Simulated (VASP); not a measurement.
Ca (space group Fm-3m): the measured cell of entry 9011033 of the Crystallography Open Database is

```yaml
crystal:
  lattice:
    - [0.00000, 2.79420, 2.79420]
    - [2.79420, 0.00000, 2.79420]
    - [2.79420, 2.79420, 0.00000]
  atoms:
    - { symbol: Ca, position: [0.00000, 0.00000, 0.00000] }
```

The numbers are results of SCAN meta-GGA, VASP's PBE PAW potentials (set 64) (plane waves; VASP), not measurements. Numerical set-up: 400 eV cut-off, 13×13×13 Γ-centred mesh, tetrahedra with Blöchl corrections, potentials Ca_sv.

The calculation is for a static lattice at zero pressure; the measurement, at 299 K, holds thermal and zero-point expansion. The entry's conditions were not checked, so it may have been measured under pressure.

How far does the relaxed conventional cell lie from the measured one?

```
             measured  computed  difference
-----------  --------  --------  ----------
a (Å)           5.588     5.554      -0.6 %
V (Å³/atom)     43.63     42.83      -1.8 %
```

The structure comes from a measured Ca entry (Fm-3m) of the Crystallography Open Database, whose conditions weren't checked. It was relaxed first. Symmetry was kept, so distortions that lower it aren't found.
